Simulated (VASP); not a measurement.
OSZICAR of a VASP run on Tm (hcp):

OSZICAR:
```
       N       E                     dE             d eps       ncg     rms          rms(c)
DAV:   1     0.665341080806E+02    0.66534E+02   -0.85130E+03  1984   0.132E+03
DAV:   2    -0.447353652674E+01   -0.71008E+02   -0.69928E+02  2080   0.405E+02
DAV:   3    -0.874946315396E+01   -0.42759E+01   -0.39559E+01  3264   0.627E+01
DAV:   4    -0.885495893343E+01   -0.10550E+00   -0.10217E+00  3166   0.805E+00
DAV:   5    -0.885605419237E+01   -0.10953E-02   -0.10944E-02  2741   0.753E-01    0.255E+01
DAV:   6    -0.886124732309E+01   -0.51931E-02   -0.28457E-02  3104   0.211E+00    0.151E+01
DAV:   7    -0.888057795650E+01   -0.19331E-01   -0.49000E-02  3041   0.269E+00    0.400E-01
DAV:   8    -0.888039126335E+01    0.18669E-03   -0.25824E-03  2571   0.466E-01    0.108E-01
DAV:   9    -0.888039691264E+01   -0.56493E-05   -0.22398E-04  3234   0.162E-01    0.271E-02
DAV:  10    -0.888039075510E+01    0.61575E-05   -0.21820E-05  2815   0.430E-02    0.333E-02
DAV:  11    -0.888039126484E+01   -0.50974E-06   -0.20319E-06  2587   0.146E-02    0.211E-03
DAV:  12    -0.888039149322E+01   -0.22838E-06   -0.16369E-07  1685   0.466E-03    0.632E-04
DAV:  13    -0.888039149173E+01    0.14850E-08   -0.31593E-08  1468   0.330E-03
   1 F= -.92805930E+01 E0= -.92795858E+01  d E =-.928059E+01
       N       E                     dE             d eps       ncg     rms          rms(c)
DAV:   1    -0.888150487346E+01   -0.11134E-02   -0.35250E-02  2141   0.149E+00    0.138E-01
DAV:   2    -0.888103769981E+01    0.46717E-03   -0.13294E-03  2976   0.485E-01    0.889E-02
DAV:   3    -0.888078640954E+01    0.25129E-03   -0.26656E-04  2999   0.159E-01    0.488E-02
DAV:   4    -0.888078677020E+01   -0.36066E-06   -0.43633E-05  2903   0.553E-02    0.201E-02
DAV:   5    -0.888078646019E+01    0.31001E-06   -0.14656E-06  3108   0.131E-02    0.114E-03
DAV:   6    -0.888078640018E+01    0.60006E-07   -0.99313E-08  1362   0.306E-03
   2 F= -.92809791E+01 E0= -.92801018E+01  d E =-.386063E-03
       N       E                     dE             d eps       ncg     rms          rms(c)
DAV:   1    -0.888132637688E+01   -0.53992E-03   -0.21535E-02  2106   0.116E+00    0.108E-01
DAV:   2    -0.888103884148E+01    0.28754E-03   -0.81215E-04  2963   0.379E-01    0.696E-02
DAV:   3    -0.888088364178E+01    0.15520E-03   -0.16719E-04  3017   0.126E-01    0.380E-02
DAV:   4    -0.888088406253E+01   -0.42075E-06   -0.26626E-05  2873   0.431E-02    0.155E-02
DAV:   5    -0.888088381848E+01    0.24405E-06   -0.88877E-07  3000   0.104E-02    0.765E-04
DAV:   6    -0.888088377738E+01    0.41103E-07   -0.63126E-08  1291   0.247E-03
   3 F= -.92810718E+01 E0= -.92803180E+01  d E =-.478767E-03
```

Problem. Which electronic solver shows in the log?

Solution. It is blocked Davidson (ALGO = Normal, or the opening steps of other solvers). The INCAR had ALGO = Normal.

Problem. Can the final energy be trusted as converged?

Solution. Self-consistency was reached. It stopped with EDIFF = 1E-7, NELM = 100, NSW = 30 and EDIFFG = -0.01 after 3 ionic steps (PBE GGA with D4 dispersion, plane waves, VASP's PBE PAW potentials (set 64)). The 4f electrons are frozen in the core of the lanthanide potential, so 4f levels, which can set the real gap, and their magnetism are missing.

The compound is Tm in the hcp structure. This cell is one point of a volume scan, at 0.94 of the reference volume. Symmetry was kept, so distortions that lower it aren't found.
